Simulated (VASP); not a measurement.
Here is the system:

```yaml
crystal:
  lattice:
    - [3.75916, 0.00000, 0.00000]
    - [0.00000, 3.75916, 0.00000]
    - [0.00000, 0.00000, 5.30508]
  atoms:
    - { symbol: Mg, position: [0.50000, 0.50000, 0.50000] }
    - { symbol: Cd, position: [0.00000, 0.00000, 0.00000] }
    - { symbol: S, position: [0.00000, 0.00000, 0.50000] }
    - { symbol: S, position: [0.50000, 0.50000, 0.00000] }
```

Method: PBEsol GGA, VASP's PBE PAW potentials (set 64) (plane waves; VASP). Numerical set-up: 400 eV cut-off, 13×13×10 Γ-centred mesh, Gaussian smearing of 0.010 eV, potentials Mg Cd S.

**Question.** The job: MgCdS2 (space group P4/mmm), 4 atoms, PBEsol, optics run with many empty bands, 400 eV, 13×13×10 Γ-centred mesh. Roughly how much core time does it take on a busy server core?

**Answer.** About 7 core-minutes (one run on a shared machine, a rough figure). It had 168 irreducible k-points, 51 bands, up to 1384 plane waves and 14 electronic steps.

The structure comes from a computed database's MgCdS2 entry (P4/mmm); how it stands against other phases isn't given here. It was relaxed first.
